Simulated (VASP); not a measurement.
# Ge48PH19 in VASP: single point with PBE+D3(BJ)

Aim: the single point of Ge48PH19 with PBE+D3(BJ).

Everything below comes from runs of VASP 6.6.1. Logs are shortened: lines on timing, memory, paths and dates and some standing lists are left out, and cuts for length are marked.

### 1 The slab as given

The cell holds a slab with vacuum, 68 atoms: a = 11.316 Å, b = 11.316 Å, c = 23.742 Å, α = 90.00°, β = 90.00°, γ = 90.00°.

The cell was built by a generator and needn't be a form met in nature.

### 2 Single point, PBE+D3(BJ)

INCAR reads:

```
SYSTEM = Ge48PH19
PREC = Accurate ; ENCUT = 400
EDIFF = 1E-6 ; ISMEAR = 0
SIGMA = 0.05 ; LREAL = Auto
LASPH = .True. ; NELM = 100
ALGO = Fast ; ISIF = 2
LWAVE = .False. ; LCHARG = .False.
GGA = PE ; IVDW = 12
NBANDS = 388 ; ISYM = 0
NCORE = 4
```

KPOINTS reads:

```
Automatic mesh
0
Gamma
  1 1 1
  0 0 0
```

POSCAR reads:

```
Ge48PH19
1.0
    8.0016203359      8.0016203359      0.0000000000
   -8.0016203359      8.0016203359      0.0000000000
    0.0000000000      0.0000000000     23.7419000000
Ge H P
48 19 1
Direct
    0.7005149941      0.2994850059      0.4246458792
    0.7994850059      0.7005149941      0.4246458792
    0.0494850059      0.9505149941      0.4524448338
    0.2994850059      0.2005149941      0.4246458792
    0.9505149941      0.5494850059      0.4524448338
    0.2005149941      0.7994850059      0.4246458792
    0.4505149941      0.0494850059      0.4524448338
    0.5494850059      0.4505149941      0.4524448338
    0.8750000000      0.3750000000      0.3831791053
    0.8750000000      0.8750000000      0.3831791053
    0.1250000000      0.1250000000      0.3831791053
    0.3750000000      0.3750000000      0.3831791053
    0.1250000000      0.6250000000      0.3831791053
    0.3750000000      0.8750000000      0.3831791053
    0.6250000000      0.1250000000      0.3831791053
    0.6250000000      0.6250000000      0.3831791053
    0.0000000000      0.2500000000      0.3236008913
    0.0000000000      0.7500000000      0.3236008913
    0.2500000000      0.0000000000      0.3236008913
    0.5000000000      0.2500000000      0.3236008913
    0.2500000000      0.5000000000      0.3236008913
    0.5000000000      0.7500000000      0.3236008913
    0.7500000000      0.0000000000      0.3236008913
    0.7500000000      0.5000000000      0.3236008913
    0.8750000000      0.1250000000      0.2640226772
    0.8750000000      0.6250000000      0.2640226772
    0.1250000000      0.8750000000      0.2640226772
    0.3750000000      0.1250000000      0.2640226772
    0.1250000000      0.3750000000      0.2640226772
    0.3750000000      0.6250000000      0.2640226772
    0.6250000000      0.8750000000      0.2640226772
    0.6250000000      0.3750000000      0.2640226772
    0.7500000000      0.2500000000      0.2044444632
    0.7500000000      0.7500000000      0.2044444632
    0.0000000000      0.0000000000      0.2044444632
    0.2500000000      0.2500000000      0.2044444632
    0.0000000000      0.5000000000      0.2044444632
    0.2500000000      0.7500000000      0.2044444632
    0.5000000000      0.0000000000      0.2044444632
    0.5000000000      0.5000000000      0.2044444632
    0.8750000000      0.3750000000      0.1448662491
    0.8750000000      0.8750000000      0.1448662491
    0.1250000000      0.1250000000      0.1448662491
    0.3750000000      0.3750000000      0.1448662491
    0.1250000000      0.6250000000      0.1448662491
    0.3750000000      0.8750000000      0.1448662491
    0.6250000000      0.1250000000      0.1448662491
    0.6250000000      0.6250000000      0.1448662491
    0.9510221023      0.2989778977      0.1052990704
    0.7989778977      0.4510221023      0.1052990704
    0.9510221023      0.7989778977      0.1052990704
    0.7989778977      0.9510221023      0.1052990704
    0.2010221023      0.0489778977      0.1052990704
    0.0489778977      0.2010221023      0.1052990704
    0.4510221023      0.2989778977      0.1052990704
    0.2989778977      0.4510221023      0.1052990704
    0.2010221023      0.5489778977      0.1052990704
    0.0489778977      0.7010221023      0.1052990704
    0.4510221023      0.7989778977      0.1052990704
    0.2989778977      0.9510221023      0.1052990704
    0.7010221023      0.0489778977      0.1052990704
    0.5489778977      0.2010221023      0.1052990704
    0.7010221023      0.5489778977      0.1052990704
    0.5489778977      0.7010221023      0.1052990704
    0.2288385459      0.6360228140      0.5493776048
    0.3713794822      0.7400028582      0.5445386610
    0.2178889521      0.8058673537      0.5720651093
    0.2559499126      0.7440500874      0.5250001103
```

Potentials or basis: VASP PAW PBE potentials, release 64 (Ge_d, H, P).

Launch:

```bash
$ cat potpaw_PBE.64/Ge_d/POTCAR potpaw_PBE.64/H/POTCAR potpaw_PBE.64/P/POTCAR > POTCAR
$ mpirun -np 8 vasp_gam > vasp.out
```

OUTCAR:

```text
SYSTEM = Ge48PH19
   PREC = Accurate
   ENCUT = 400
   EDIFF = 1E-6
   ISMEAR = 0
   LREAL = Auto
   LASPH = .True.
   NELM = 100
   ISIF = 2
   GGA = PE
   IVDW = 12
   ISYM = 0
 IVDW          = 12

 ion  position               nearest neighbor table
   1  0.701  0.299  0.425-   9 2.37  15 2.37   8 2.51
   2  0.799  0.701  0.425-  10 2.37  16 2.37   5 2.51
   3  0.049  0.951  0.452-   6 2.51  10 2.71  11 2.71
   4  0.299  0.201  0.425-  11 2.37  12 2.37   7 2.51
   5  0.951  0.549  0.452-   2 2.51   9 2.71  13 2.71
   6  0.201  0.799  0.425-  13 2.37  14 2.37   3 2.51  68 2.54
   7  0.451  0.049  0.452-   4 2.51  14 2.71  15 2.71
   8  0.549  0.451  0.452-   1 2.51  12 2.71  16 2.71
   9  0.875  0.375  0.383-   1 2.37  17 2.45  24 2.45   5 2.71
  10  0.875  0.875  0.383-   2 2.37  18 2.45  23 2.45   3 2.71
  11  0.125  0.125  0.383-   4 2.37  17 2.45  19 2.45   3 2.71
  12  0.375  0.375  0.383-   4 2.37  20 2.45  21 2.45   8 2.71
  13  0.125  0.625  0.383-   6 2.37  18 2.45  21 2.45   5 2.71
  14  0.375  0.875  0.383-   6 2.37  19 2.45  22 2.45   7 2.71
[... 32 lines left out ...]
  47  0.625  0.125  0.145-  61 1.54  62 1.54  33 2.45  39 2.45
  48  0.625  0.625  0.145-  63 1.54  64 1.54  34 2.45  40 2.45
  49  0.951  0.299  0.105-  41 1.54
  50  0.799  0.451  0.105-  41 1.54
  51  0.951  0.799  0.105-  42 1.54
  52  0.799  0.951  0.105-  42 1.54
  53  0.201  0.049  0.105-  43 1.54
  54  0.049  0.201  0.105-  43 1.54
[... 11 lines left out ...]
  66  0.371  0.740  0.545-  68 1.39
  67  0.218  0.806  0.572-  68 1.39
  68  0.256  0.744  0.525-  65 1.39  66 1.39  67 1.39   6 2.54

IMPORTANT INFORMATION: All symmetrisations will be switched off!
NOSYMM: (Re-)initialisation of all symmetry stuff for point group C_1.

----------------------------------------------------------------------------------------

                                     Primitive cell

  volume of cell :    3040.1944

  direct lattice vectors                    reciprocal lattice vectors
     8.001620336  8.001620336  0.000000000     0.062487344  0.062487344  0.000000000
    -8.001620336  8.001620336  0.000000000    -0.062487344  0.062487344  0.000000000
     0.000000000  0.000000000 23.741900000     0.000000000  0.000000000  0.042119628

  length of vectors
    11.316000000 11.316000000 23.741900000     0.088370449  0.088370449  0.042119628

  position of ions in fractional coordinates (direct lattice)
     0.700514994  0.299485006  0.424645879
     0.799485006  0.700514994  0.424645879
     0.049485006  0.950514994  0.452444834
     0.299485006  0.200514994  0.424645879
     0.950514994  0.549485006  0.452444834
     0.200514994  0.799485006  0.424645879
[... 60 lines left out ...]
     0.217888952  0.805867354  0.572065109
     0.255949913  0.744050087  0.525000110

  ion indices of the primitive-cell ions
   primitive index   ion index
                 1           1
                 2           2
                 3           3
                 4           4
                 5           5
                 6           6
[... 60 lines left out ...]
                67          67
                68          68

----------------------------------------------------------------------------------------

 KPOINTS: Automatic mesh

Automatic generation of k-mesh.
 Grid dimensions read from file:
 generate k-points for:    1    1    1

 Generating k-lattice:

  Cartesian coordinates                     Fractional coordinates (reciprocal lattice)
     0.062487344  0.062487344  0.000000000     1.000000000  0.000000000  0.000000000
    -0.062487344  0.062487344  0.000000000     0.000000000  1.000000000  0.000000000
     0.000000000  0.000000000  0.042119628     0.000000000  0.000000000  1.000000000

  Length of vectors
     0.088370449  0.088370449  0.042119628

  Shift w.r.t. Gamma in fractional coordinates (k-lattice)
     0.000000000  0.000000000  0.000000000

 Subroutine IBZKPT returns following result:
 ===========================================

 Found      1 irreducible k-points:

 Following reciprocal coordinates:
            Coordinates               Weight
  0.000000  0.000000  0.000000      1.000000
   k-points           NKPTS =      1   k-points in BZ     NKDIM =      1   number of bands    NBANDS=    388
   number of dos      NEDOS =    301   number of ions     NIONS =     68
   total plane-waves  NPLWV = ******
   dimension x,y,z NGX =    80 NGY =   80 NGZ =  160
   dimension x,y,z NGXF=   160 NGYF=  160 NGZF=  320
   ions per type =              48  19   1
   NGX,Y,Z   is equivalent  to a cutoff of  11.75, 11.75, 11.20 a.u.
   NGXF,Y,Z  is equivalent  to a cutoff of  23.51, 23.51, 22.41 a.u.
 SYSTEM =  Ge48PH19
   PREC   = accura    normal or accurate (medium, high low for compatibility)
   ISTART =      0    job   : 0-new  1-cont  2-samecut
   ICHARG =      2    charge: 1-file 2-atom 10-const
   ISPIN  =      1    spin polarized calculation?
   LNONCOLLINEAR =      F non collinear calculations
   LSORBIT =      F    spin-orbit coupling
   LASPH  =      T    aspherical Exc in radial PAW
   ENCUT  =  400.0 eV  29.40 Ry    5.42 a.u.  18.45 18.45 38.72*2*pi/ulx,y,z
   NELM   =    100;   NELMIN=  2; NELMDL= -5     # of ELM steps
   EDIFF  = 0.1E-05   stopping-criterion for ELM
   LREAL  =      T    real-space projection
   EDIFFG = 0.1E-04   stopping-criterion for IOM
   NSW    =      0    number of steps for IOM
   IBRION =     -1    ionic relax: 0-MD 1-quasi-New 2-CG
   NFREE  =      0    steps in history (QN), initial steepest desc. (CG)
   ISIF   =      2    stress and relaxation
   ISYM   =      0    0-nonsym 1-usesym 2-fastsym
   POTIM  = 0.5000    time-step for ionic-motion
   TEBEG  =    0.0;   TEEND  =   0.0 temperature during run
   PSTRESS=    0.0 pullay stress
   NELECT =     696.0000    total number of electrons
   NUPDOWN=      -1.0000    fix difference up-down
   EMIN   =  10.00;   EMAX   =-10.00  energy-range for DOS
   EFERMI =   0.00;   METHOD = LEGACY
   ISMEAR =     0;   SIGMA  =   0.05  broadening in eV -4-tet -1-fermi 0-gaus
   EFERMI_NEDOS =   21; number of points for ismear=-14 and -15
   IALGO  =     68    algorithm
   IMIX   =      4    mixing-type and parameters
     AMIX     =   0.40;   BMIX     =  1.00
     AMIX_MAG =   1.60;   BMIX_MAG =  1.00
  volume/ion in A,a.u.               =      44.71       301.71
  Fermi-wavevector in a.u.,A,eV,Ry     =   1.001484  1.892531 13.646245  1.002971
  Thomas-Fermi vector in A             =   2.133909
   LORBIT       =      0    0 simple, 1 ext, 2 COOP (PROOUT), +10 PAW based schemes
   GGA     = PE    functional components
   LHFCALC =     F    Hartree Fock is set to
   AEXX    =    0.0000 exact exchange contribution
   IVDW    =    12    specifies the selected vdW correction
   LEPSILON=     F    determine dielectric tensor
   LRPA    =     F    only Hartree local field effects (RPA)
 non-spin polarized calculation
 RMM-DIIS sequential band-by-band and
 Gauss-broadening in eV      SIGMA  =   0.05
  energy-cutoff  :      400.00
  volume of cell :     3040.19
 maximum number of plane-waves:     27645
 NGX is ok and might be reduce to    80
   NGX = 37   NGY = 37   NGZ = 77

 number of electron     695.9999436 magnetization

 Free energy of the ion-electron system (eV)
  ---------------------------------------------------
  ext. energy  EPLUGINS =         0.00000000
  ---------------------------------------------------
  free energy    TOTEN  =      -270.82494808 eV

  energy without entropy =     -270.79679730  energy(sigma->0) =     -270.81087269

 E-fermi :  -1.0034     XC(G=0):  -4.4862

 val. band max:       -1.0451583268   @ k =   0.0000   0.0000   0.0000
 cond. band min:      -0.9616988355   @ k =   0.0000   0.0000   0.0000
 fundamental gap:      0.0834594913
 Fermi energy:        -1.0034166384

 k-point     1 :       0.0000    0.0000    0.0000
  band No.  band energies     occupation
      1     -25.6901      2.00000
      2     -25.6500      2.00000
      3     -25.6101      2.00000
      4     -25.6090      2.00000
      5     -25.5783      2.00000
      6     -25.5623      2.00000
[... 352 lines left out ...]
    359       0.8778      0.00000
    360       0.9688      0.00000
 [bands above 360 left out]

------------------------ aborting loop because EDIFF is reached ----------------------------------------

 Edisp (eV)  -11.92994

 E8    (eV) :    -5.3497

  FORCE on cell =-STRESS in cart. coord.  units (eV):
  Direction    XX          YY          ZZ          XY          YZ          ZX
  --------------------------------------------------------------------------------------
  -------------------------------------------------------------------------------------
  Total      25.66832    11.70476    -1.55923     0.02216     0.03070    -0.24467
  in kB      13.52716     6.16839    -0.82171     0.01168     0.01618    -0.12894
  external pressure =        6.29 kB  Pullay stress =        0.00 kB

 VOLUME and BASIS-vectors are now :
 -----------------------------------------------------------------------------
  energy-cutoff  :      400.00
  volume of cell :     3040.19
      direct lattice vectors                 reciprocal lattice vectors
     8.001620336  8.001620336  0.000000000     0.062487344  0.062487344  0.000000000
    -8.001620336  8.001620336  0.000000000    -0.062487344  0.062487344  0.000000000
     0.000000000  0.000000000 23.741900000     0.000000000  0.000000000  0.042119628

 POSITION                                       TOTAL-FORCE (eV/Angst)
 -----------------------------------------------------------------------------------
      3.20889      8.00162     10.08190        -0.169259     -0.001605     -0.540078
      0.79192     12.00243     10.08190         0.150047      0.031183     -0.557217
     -7.20970      8.00162     10.74190        -1.243228     -0.008051     -0.063615
      0.79192      4.00081     10.08190         0.144426     -0.029654     -0.555980
      3.20889     12.00243     10.74190         1.098583      0.032191      0.040259
     -4.79273      8.00162     10.08190         0.090592      0.002732      0.090636
[... 60 lines left out ...]
     -4.70478      8.19171     13.58191        -0.863543      0.160267      0.357793
     -3.90559      8.00162     12.46450         0.004355      0.014846     -0.329897
 -----------------------------------------------------------------------------------
    total drift:                               -0.001066      0.000243      0.023333

  FREE ENERGIE OF THE ION-ELECTRON SYSTEM (eV)
  ---------------------------------------------------
  free  energy   TOTEN  =      -282.7548901915 eV

  energy  without entropy=     -282.7267394137  energy(sigma->0) =     -282.74081480
```

Run time: 4.3 min. Hardware: 8 MPI ranks of Intel Xeon 6975P-C (Granite Rapids), shared host; peak memory 0.42 GiB.

Results:

```yaml
Free_energy: -282.7549 eV
Largest_force: 1.383 eV/Å
Band_gap_on_the_k_mesh: 0.08 eV, direct
Dispersion_energy_per_atom: -0.175 eV
```

Forces in eV/Å, atoms in the order of the input:
```
Ge  -0.169 -0.002 -0.540
Ge   0.150  0.031 -0.557
Ge  -1.243 -0.008 -0.064
Ge   0.144 -0.030 -0.556
Ge   1.099  0.032  0.040
Ge   0.091  0.003  0.091
Ge   1.103 -0.036  0.042
Ge  -1.090  0.002  0.011
Ge  -0.087  1.114  0.585
Ge   0.080  1.067  0.598
Ge   0.083 -1.062  0.593
Ge   0.107  1.091  0.559
Ge  -0.276 -1.314  0.330
Ge  -0.279  1.312  0.330
Ge  -0.086 -1.110  0.586
Ge   0.108 -1.093  0.561
Ge   0.007  0.001  0.252
Ge   0.241 -0.122 -0.510
Ge   0.240  0.118 -0.512
Ge  -0.025 -0.005 -0.540
Ge  -0.019  0.031  0.270
Ge  -0.020 -0.031  0.270
Ge   0.009 -0.003  0.252
Ge  -0.024  0.004 -0.538
Ge   0.042 -0.001 -0.039
Ge   0.196  0.072 -0.139
Ge  -0.316  0.001 -0.159
Ge   0.196 -0.071 -0.137
Ge  -0.038 -0.005 -0.027
Ge   0.045  0.000 -0.042
Ge  -0.039  0.006 -0.029
Ge  -0.256  0.000 -0.153
Ge  -0.044  0.000 -0.220
Ge   0.076 -0.028 -0.194
Ge   0.112 -0.001 -0.165
Ge   0.076  0.027 -0.193
Ge  -0.096  0.011 -0.156
Ge  -0.050  0.001 -0.206
Ge  -0.095 -0.013 -0.156
Ge   0.079  0.000 -0.163
Ge   0.050  0.004  0.030
Ge  -0.082  0.023  0.028
Ge  -0.082 -0.023  0.028
Ge  -0.067  0.000  0.033
Ge   0.043 -0.010  0.026
Ge   0.043  0.010  0.026
Ge   0.050 -0.004  0.030
Ge  -0.067  0.000  0.033
H   -0.069 -0.022  0.043
H    0.061 -0.009  0.045
H   -0.066 -0.018  0.040
H    0.077 -0.028  0.015
H   -0.065  0.018  0.040
H    0.077  0.028  0.015
H   -0.063 -0.011  0.040
H    0.084 -0.019  0.033
H   -0.079  0.022  0.043
H    0.069  0.012  0.044
H   -0.079 -0.022  0.043
H    0.068 -0.013  0.043
H   -0.069  0.021  0.043
H    0.061  0.009  0.046
H   -0.063  0.010  0.040
H    0.084  0.018  0.033
H    0.318 -0.897 -0.078
H    0.591  0.731 -0.167
H   -0.864  0.160  0.358
P    0.004  0.015 -0.330
```
